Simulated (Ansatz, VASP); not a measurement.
**ZrGe: VASP beside Ansatz**

Aim: how closely do two programs agree when they are given the same cell, functional and k mesh? The cell is generated by rule, not measured, and may not be a known phase. The cell is taken from a series of runs on this material, whose earlier steps may have relaxed, scaled, displaced or heated it; both programs get it as it stands.

Method: plane waves, with VASP 6.6.1 beside it; LDA, in Ansatz 0.2.0.

The structure was built from a prototype and need not be the compound's stable phase.

### 1. Set-up

The structure is tetragonal, space group I-42m (No. 121). The conventional cell has a = 5.999 Å, b = 5.999 Å, c = 11.997 Å, α = 90.00°, β = 90.00°, γ = 90.00°. Nearest to Zr lie 4 Ge at 2.61 to 2.63 Å. Nearest to Ge lie 4 Zr at 2.61 Å. Ge has 4 Zr at 2.62 to 2.63 Å nearest. Farther neighbours are not listed.

### 2. Ansatz: single point, LDA, pair 1

Ansatz runs on its default PAW (the set named soft_2) files.

A single point takes one fixed geometry, so differences don't come from the geometry; what else differs is listed under the comparison.

Input file input.yaml:

```yaml
crystal:
  lattice:
    - [0.0, 0.0, -5.9985101266]
    - [5.9985101266, 0.0, 0.0]
    - [2.9992550633, -5.9985101266, -2.9992550633]
  atoms:
    - { symbol: Zr, position: [0.7758422811, 0.2758422811, 0.5] }
    - { symbol: Zr, position: [0.2241577189, 0.7241577189, 0.5] }
    - { symbol: Zr, position: [0.4741577189, 0.5258422811, 0.0] }
    - { symbol: Zr, position: [0.0258422811, -0.0258422811, 0.0] }
    - { symbol: Ge, position: [0.625, 0.625, 0.25] }
    - { symbol: Ge, position: [0.125, 0.125, 0.25] }
    - { symbol: Ge, position: [0.40167329, 0.90167329, 0.6966534201] }
    - { symbol: Ge, position: [0.84832671, 0.34832671, 0.8033465799] }
kpoints:
  mp_grid: { grid: [8, 8, 8] }
hamiltonian:
  xc: lda
scf:
  occupations: { method: gaussian, width: 0.1 }
output:
  forces: true
  stress: true
  eigenvalues: true
```

Launch:

```
$ ansatz run input.yaml --threads 4 --pin off --max-ram 7168MiB --backend cpu --events-out ev --progress --plain --runs-dir out
```

Numbers of over 12 decimals in the logs are rounded to 6 here.

What it wrote:

```text
Engine: ansatz 0.2.0, aarch64-unknown-linux-gnu
Pseudopotentials: kind: paw
Pseudopotential: Zr, paw, valence charge 12, recommended cutoff 420 eV (normal), Zr.paw.azcp
Pseudopotential: Ge, paw, valence charge 14, recommended cutoff 420 eV (normal), Ge.paw.azcp
Functional definition: SPW92
  exchange = slater_x
  correlation = pw_c
Crystal: 8 atoms, lattice volume = 215.839 Å³
Basis set: ecut = 420 eV, 4197 PW (Γ)
Bands: 63, of which v1, the nominal top of the filled ones, is band 52 counted from 1 (51 counted from 0)
Symmetry: 8 space group operations
Space group: I-42m (ITA 121), of the structure as read, at distance tolerance 6.0e-5 Å
k-points: 59 of 512 (time reversal used)
Non-local potential: Zr, projectors of the file, l = 0: 3, l = 1: 2, l = 2: 2, l = 3: 2
Non-local potential: Ge, projectors of the file, l = 0: 2, l = 1: 2, l = 2: 3, l = 3: 1
PAW form: soft (Blöchl's): semilocal exchange-correlation on the pseudo side does not see the compensation charge
PAW frozen core: Zr, regenerated for the run's functional, and the local potential with it (the file was generated under x = pbe(κ = 0.804, μ = 0.219515), c = pbe(β = 0.066725))
PAW frozen core: Ge, regenerated for the run's functional, and the local potential with it (the file was generated under x = pbe(κ = 0.804, μ = 0.219515), c = pbe(β = 0.066725))
PAW one-centre angular grid: Zr, 590 points (default); XC on 64 Gauss nodes
PAW one-centre angular grid: Ge, 590 points (default); XC on 64 Gauss nodes
Initial density: superposition of atomic densities (neutral atoms: chi_scale 0, normalization atom), corrected by the library's trained network
Initial wavefunctions: pseudopotential atomic-orbital guess
Functional: x = slater, c = lda
SCF iter   1: F=—  HF=-33170.512192 eV  |F-HF|=—  |Δ(HF+E_count)|=         —  Δρ=6.85e-3  dr2=8.53e-2  ethr=1.77e-3  ⟨swp⟩=5.9  Hψ=14455  notcnv=0
preconditioner: auto → Kerker (q_TF=auto, 2.416 Å⁻¹)  [metal: Δε(μ)=0.024 eV  Ē_g=4.568 eV  σ=0.100 eV  W_gap=0.14  n_scr=60 (ndim 8)  ℏωp=14.3 eV  f_vac=0.000  D(μ)=3.00/eV (n_scr^D=14)]
SCF iter   2: F=—  HF=-33170.496108 eV  |F-HF|=—  |Δ(HF+E_count)|=   1.61e-2  Δρ=3.56e-3  dr2=2.70e-2  ethr=8.20e-5  ⟨swp⟩=1.0  Hψ=4307  notcnv=0
SCF iter   3: F=—  HF=-33170.490851 eV  |F-HF|=—  |Δ(HF+E_count)|=   5.26e-3  Δρ=7.06e-4  dr2=1.17e-3  ethr=2.60e-5  ⟨swp⟩=2.0  Hψ=4513  notcnv=0
SCF iter   4: F=—  HF=-33170.490143 eV  |F-HF|=—  |Δ(HF+E_count)|=   7.08e-4  Δρ=3.54e-4  dr2=4.93e-4  ethr=1.12e-6  ⟨swp⟩=2.0  Hψ=5161  notcnv=0
SCF iter   5: F=—  HF=-33170.490066 eV  |F-HF|=—  |Δ(HF+E_count)|=   7.63e-5  Δρ=1.01e-4  dr2=4.74e-5  ethr=4.74e-7  ⟨swp⟩=2.0  Hψ=4270  notcnv=0
SCF iter   6: F=—  HF=-33170.490121 eV  |F-HF|=—  |Δ(HF+E_count)|=   5.47e-5  Δρ=2.67e-5  dr2=4.41e-6  ethr=4.56e-8  ⟨swp⟩=2.0  Hψ=5073  notcnv=0
SCF iter   7: F=—  HF=-33170.490120 eV  |F-HF|=—  |Δ(HF+E_count)|=   3.75e-7  Δρ=1.07e-5  dr2=4.49e-7  ethr=4.25e-9  ⟨swp⟩=2.0  Hψ=5613  notcnv=0
SCF iter   8: F=—  HF=-33170.490120 eV  |F-HF|=—  |Δ(HF+E_count)|=   2.95e-9  Δρ=6.56e-6  dr2=1.02e-7  ethr=9.62e-11  ⟨swp⟩=8.0  Hψ=12477  notcnv=0
SCF iter   9: F=-33170.490120 eV  HF=-33170.490120 eV  |F-HF|=8.71e-9  |Δ(HF+E_count)|=   9.26e-8  Δρ=2.03e-6  dr2=1.66e-8  ethr=9.62e-11  ⟨swp⟩=4.0  Hψ=10393  notcnv=0
SCF 1 converged in 9 iterations: F = -33170.490120 eV  dr2 = 1.66e-8
  greatest PAW one-centre occupation: 0.998 electrons in one spin orbital (limit 2), on the Ge atom at site 6 (counted from 0), in its partial waves of l = 2
SCF converged after 9 iterations
Free energy (F): -33170.490120 eV
Harris-Foulkes:  -33170.490120 eV  (|F-HF|=8.71e-9)
Internal energy: -33170.472862 eV  (E = F + TS)
E sigma→0 (E₀):  -33170.481491 eV
Entropy (-TS):   -0.017259 eV (-2.157 meV/atom)
Fermi energy:    8.196573 eV
--- Per-component energies (eV) ---
  E_band       = -1213.265111
  E_kinetic    = 1777.763359
  E_local      = -13740.594881  (includes V_loc(G=0)·N_el)
  E_nonlocal   = 2022.863845
  E_hartree    = 5670.544595
  E_xc         = -939.656208
  E_vxc        = -1018.584299  (∫ρ·V_xc dr)
  E_paw        = -19158.014281  (= ΣΔE_a)
  E_vpaw       = -1595.804087  (= ΣTr[D̂ρ^β])
  E_aug_tail   = 0.001350  (compensation charges beyond the density's cutoff)
  E_ewald      = -8812.495550
  E_core_change = 9.114909  (= ΣΔE_core)
  E_smearing   = -0.017259  (= −TS)
  E_closure    = -0.000000  (closes the sum)
  Σ components = -33170.490120   (vs F -33170.490120, Δ=0.00e0)
--- Forces (eV/Å), atoms counted from 1 ---
  atom   1  Zr     0.04795382    -0.14988894    -0.04795382
  atom   2  Zr    -0.04795382    -0.14988894     0.04795382
  atom   3  Zr     0.04795382     0.14988894     0.04795382
  atom   4  Zr    -0.04795382     0.14988894    -0.04795382
  atom   5  Ge     0.00000000     0.00000000     0.00000000
  atom   6  Ge    -0.00000000     0.00000000     0.00000000
  atom   7  Ge    -0.00000000     0.10599156    -0.00000000
  atom   8  Ge    -0.00000000    -0.10599156     0.00000000
  max |Σ_I F_I| component: 2.52e-17 eV/Å
--- Stress (GPa, compression-positive) ---
       -1.703272       0.000000       0.000000
        0.000000      -1.214041       0.000000
        0.000000       0.000000      -1.703272
  P = ⅓ Tr σ = -1.5402 GPa (-15.402 kbar)
--- Band table (eV; the first three rows and the last of 59) ---
  k-point 0: bands = [... 48 lower, 7.8477, 7.8950, 7.8950, 7.9683, 8.0122, 8.3123, 8.4836, 9.6267, ... 7 higher]
  k-point 1: bands = [... 48 lower, 7.8610, 7.8648, 7.8648, 7.9676, 8.0212, 8.2964, 8.4894, 9.5530, ... 7 higher]
  k-point 2: bands = [... 48 lower, 7.8746, 7.9693, 7.9693, 7.9912, 8.0437, 8.2591, 8.5353, 9.3624, ... 7 higher]
  k-point 58: bands = [... 48 lower, 7.1152, 7.3127, 7.3127, 7.3351, 9.3543, 9.3543, 9.5229, 9.5653, ... 7 higher]
```

The column dr2 measures how far the density is from self-consistency, as an energy; F and HF (Harris–Foulkes) agree once it is small.

The run ends at a pressure of -1.54 GPa, with forces up to 0.16 eV/Å.

### 3. VASP: single point, LDA, pair 1

The same cell, functional (in two slightly different forms), mesh and smearing now go to VASP, with its own data sets.

Lines of VASP's logs that name or quote its potential files are left out, and so is its time.

Input file INCAR:

```
SYSTEM = ZrGe
PREC = Accurate
ENCUT = 500
EDIFF = 1E-06
NELM = 120
ISMEAR = 0
SIGMA = 0.1
LREAL = .FALSE.
ALGO = Normal
GGA = PW92
NBANDS = 64
LASPH = .TRUE.
LORBIT = 11
LWAVE = .FALSE.
LCHARG = .FALSE.
ISIF = 2
GGA_COMPAT = .FALSE.
KPAR = 2
```

Input file POSCAR:

```
ZrGe
1.0
    0.0000000000      0.0000000000     -5.9985101266
    5.9985101266      0.0000000000      0.0000000000
    2.9992550633     -5.9985101266     -2.9992550633
Zr Ge
4 4
Direct
    0.7758422811      0.2758422811      0.5000000000
    0.2241577189      0.7241577189      0.5000000000
    0.4741577189      0.5258422811      0.0000000000
    0.0258422811      0.9741577189      0.0000000000
    0.6250000000      0.6250000000      0.2500000000
    0.1250000000      0.1250000000      0.2500000000
    0.4016732900      0.9016732900      0.6966534201
    0.8483267100      0.3483267100      0.8033465799
```

Input file KPOINTS:

```
Automatic mesh
0
Gamma
8 8 8
0 0 0
```

PAW data sets: Zr_sv and Ge_d (LDA family, release 64).

Launch:

```
$ mpirun -np 2 vasp_std
```

What it wrote:

```text
[banner, memory and clock lines left out]
running    2 mpi-ranks, on    1 nodes
 distrk:  each k-point on    1 cores,    2 groups
 distr:  one band on    1 cores,    1 groups

 POSCAR found type information on POSCAR ZrGe
 POSCAR found :  2 types and       8 ions
|                                                                             |
|               ----> ADVICE to this user running VASP <----                  |
|                                                                             |
|     You enforced a specific xc type in the INCAR file but a different       |
|     [... a line on the potential file left out ...]
|     I HOPE YOU KNOW WHAT YOU ARE DOING!                                     |
|                                                                             |

 LDA part: xc-table for (Slater(with rela. corr.)+PW92), standard interpolation
 POSCAR, INCAR and KPOINTS ok, starting setup
 FFT: planning ... GRIDC
 FFT: planning ... GRID_SOFT
 FFT: planning ... GRID
 WAVECAR not read
 entering main loop
       N       E                     dE             d eps       ncg     rms          rms(c)
DAV:   1     0.153245580016E+04    0.15325E+04   -0.46703E+04 10136   0.320E+03
DAV:   2     0.248486800795E+03   -0.12840E+04   -0.12306E+04  7744   0.107E+03
DAV:   3    -0.242298767248E+02   -0.27272E+03   -0.26417E+03  8624   0.266E+02
DAV:   4    -0.587377265809E+02   -0.34508E+02   -0.33954E+02 11040   0.946E+01
DAV:   5    -0.615113039201E+02   -0.27736E+01   -0.27642E+01 11944   0.216E+01    0.218E+01
DAV:   6    -0.555202560576E+02    0.59910E+01   -0.26182E+01 12160   0.804E+01    0.627E+00
DAV:   7    -0.556939496321E+02   -0.17369E+00   -0.48324E+00 10408   0.105E+01    0.331E+00
DAV:   8    -0.556626276944E+02    0.31322E-01   -0.31130E-01 10656   0.366E+00    0.229E+00
DAV:   9    -0.556553613168E+02    0.72664E-02   -0.67633E-02  9600   0.314E+00    0.221E-01
DAV:  10    -0.556555692682E+02   -0.20795E-03   -0.10171E-02 11096   0.846E-01    0.116E-01
DAV:  11    -0.556555068069E+02    0.62461E-04   -0.13265E-03 11232   0.275E-01    0.299E-02
DAV:  12    -0.556555169106E+02   -0.10104E-04   -0.15107E-04 12104   0.110E-01    0.104E-02
DAV:  13    -0.556555168695E+02    0.41102E-07   -0.16950E-05  9584   0.360E-02    0.441E-03
DAV:  14    -0.556555169068E+02   -0.37362E-07   -0.12489E-06  5432   0.125E-02
   1 F= -.55655517E+02 E0= -.55646879E+02  d E =-.172756E-01
```

Parts of OUTCAR (step 3):

```text
ion  position               nearest neighbor table
   1  0.776  0.276  0.500-   5 2.61   6 2.61   7 2.62   8 2.63   2 3.80
   2  0.224  0.724  0.500-   5 2.61   6 2.61   7 2.62   8 2.63   1 3.80
   3  0.474  0.526  0.000-   5 2.61   6 2.61   8 2.62   7 2.63   4 3.80
   4  0.026  0.974  0.000-   5 2.61   6 2.61   8 2.62   7 2.63   3 3.80
   5  0.625  0.625  0.250-   1 2.61   2 2.61   3 2.61   4 2.61
   6  0.125  0.125  0.250-   1 2.61   2 2.61   3 2.61   4 2.61
   7  0.402  0.902  0.697-   1 2.62   2 2.62   3 2.63   4 2.63
   8  0.848  0.348  0.803-   3 2.62   4 2.62   1 2.63   2 2.63

  LATTYP: Found a body centered tetragonal cell.
 ALAT       =     5.9985101266
 C/A-ratio  =     2.0000000000

 Subroutine GETGRP returns: Found  8 space group operations
 (whereof  2 operations were pure point group operations)

The static configuration has the point symmetry C_1h.
 The point group associated with its full space group is D_2d.

 Found     59 irreducible k-points:

   k-points           NKPTS =     59   k-points in BZ     NKDIM =     59   number of bands    NBANDS=     64

   dimension x,y,z NGX =    48 NGY =   48 NGZ =   54
   dimension x,y,z NGXF=    96 NGYF=   96 NGZF=  108

   ENCUT  =  500.0 eV  36.75 Ry    6.06 a.u.  10.94 10.94 13.39*2*pi/ulx,y,z

   NELECT =     104.0000    total number of electrons

 k-points in reciprocal lattice and weights: Automatic mesh
   0.00000000  0.00000000  0.00000000       0.002
   0.12500000  0.00000000  0.00000000       0.016
   0.25000000  0.00000000  0.00000000       0.016
   0.37500000  0.00000000  0.00000000       0.016
   0.50000000  0.00000000  0.00000000       0.008
   0.12500000  0.12500000  0.00000000       0.016
   0.25000000  0.12500000  0.00000000       0.031
   0.37500000  0.12500000 -0.00000000       0.031
   0.50000000  0.12500000  0.00000000       0.031
[...]
-0.12500000 -0.12500000  0.37500000       0.008
   0.00000000  0.00000000  0.50000000       0.002

 average (electrostatic) potential at core
       1 -79.0623       2 -79.0623       3 -79.0623       4 -79.0623       5 -73.9894
       6 -73.9894       7 -74.0287       8 -74.0287

 E-fermi :   4.5931

 k-point     1 :       0.0000    0.0000    0.0000
  band No.  band energies     occupation
    ...
     49       4.2471      2.00000
     50       4.2917      1.99998
     51       4.2917      1.99998
     52       4.3645      1.99877
     53       4.4115      1.98980
     54       4.7057      0.11127
     55       4.8795      0.00005
     56       6.0200      0.00000
     57       6.0242      0.00000
     58       6.3594      0.00000
    ...

 k-point     2 :       0.1250    0.0000    0.0000
  band No.  band energies     occupation
    ...
     49       4.0668      2.00000
     50       4.1017      2.00000
     51       4.3635      1.99883
     52       4.4321      1.97720
     53       4.5584      1.37604
     54       4.8383      0.00053
     55       4.8720      0.00008
     56       5.9046      0.00000
     57       5.9982      0.00000
     58       6.2091      0.00000
    ...

 k-point     3 :       0.2500    0.0000    0.0000
  band No.  band energies     occupation
    ...
     48       3.4623      2.00000
     49       3.6943      2.00000
     50       3.9111      2.00000
     51       4.1833      2.00000
     52       4.5361      1.57973
     53       4.7305      0.05199
     54       5.0310      0.00000
     55       5.1832      0.00000
     56       5.7361      0.00000
     57       5.9726      0.00000
    ...

  Total       -2.1432958     -1.4839178     -2.1432958      0.0000000      0.0000000      0.0000000
  in kB      -15.9097187    -11.0151456    -15.9097187      0.0000000      0.0000000      0.0000000
  external PRESSURE =     -14.2781944 kB  Pullay stress =       0.0000000 kB

  energy-cutoff  :      500.00
  volume of cell :      215.84
      direct lattice vectors                 reciprocal lattice vectors
     0.000000000  0.000000000 -5.998510127     0.000000000  0.083354031 -0.166708062
     5.998510127  0.000000000  0.000000000     0.166708062  0.083354031  0.000000000
     2.999255063 -5.998510127 -2.999255063     0.000000000 -0.166708062  0.000000000

 POSITION                                       TOTAL-FORCE (eV/Angst)
 -----------------------------------------------------------------------------------
      3.15427     -2.99926     -6.15353         0.050323     -0.151643     -0.050323
      5.84349     -2.99926     -2.84424        -0.050323     -0.151643      0.050323
      3.15427      0.00000     -2.84424         0.050323      0.151643      0.050323
      5.84349      0.00000     -0.15502        -0.050323      0.151643     -0.050323
      4.49888     -1.49963     -4.49888         0.000000      0.000000      0.000000
      1.49963     -1.49963     -1.49963        -0.000000      0.000000      0.000000
      7.49814     -4.17888     -4.49888         0.000000      0.112566      0.000000
      4.49888     -4.81888     -7.49814        -0.000000     -0.112566      0.000000
 -----------------------------------------------------------------------------------
    total drift:                               -0.000009      0.000002      0.000009

  FREE ENERGIE OF THE ION-ELECTRON SYSTEM (eV)
  ---------------------------------------------------
  free  energy   TOTEN  =       -55.6555169068 eV

  energy  without entropy=      -55.6382412841  energy(sigma->0) =      -55.64687910

 total charge
# of ion       s       p       d       tot
------------------------------------------
    1        2.190   5.959   1.629   9.778
    2        2.190   5.959   1.629   9.778
    3        2.190   5.959   1.629   9.778
    4        2.190   5.959   1.629   9.778
    5        1.185   1.430   9.975  12.590
    6        1.185   1.430   9.975  12.590
    7        1.185   1.400   9.977  12.562
    8        1.185   1.400   9.977  12.562
--------------------------------------------------
tot         13.502  29.495  46.420  89.417

[... 3 further parts left out ...]
```

The run ends at a pressure of -1.43 GPa, with forces up to 0.17 eV/Å.

### 4. Comparison

Known differences besides the potentials themselves: the cutoff is 420 eV in Ansatz and 500 eV in VASP; VASP's log shows a relativistic correction to its local exchange, Ansatz's none. Total energies have different zeros and are not compared.

Compared:

```tsv
quantity	Ansatz	VASP	difference
pressure (GPa)	-1.54	-1.43	-0.11
```

Forces (eV/Å; atoms numbered as in POSCAR):

```tsv
atom	Ansatz x, y, z	VASP x, y, z
Zr1	0.048, -0.150, -0.048	0.050, -0.152, -0.050
Zr2	-0.048, -0.150, 0.048	-0.050, -0.152, 0.050
Zr3	0.048, 0.150, 0.048	0.050, 0.152, 0.050
Zr4	-0.048, 0.150, -0.048	-0.050, 0.152, -0.050
Ge5	0.000, 0.000, 0.000	0.000, 0.000, 0.000
Ge6	0.000, 0.000, 0.000	0.000, 0.000, 0.000
Ge7	0.000, 0.106, 0.000	0.000, 0.113, 0.000
Ge8	0.000, -0.106, 0.000	0.000, -0.113, 0.000
```

The forces differ by 2.4 meV/Å r.m.s., which is 3.2 % of the r.m.s. force of 0.076 eV/Å (both taken over all components).

(Part 1 of 2 ends here.)

[Lines on the potential files, build, host, timing and source positions are cut from VASP's logs without a mark.]

[Logs are printed without paths, hosts, clocks, repeated set-up lines and the standing remarks that a program may print on its own settings, such as how far it seeks lower states.]

[Hosts, paths, dates, database ids (printed as entryN), source tags and the programs' standing remarks are cut or masked in the printed files.]
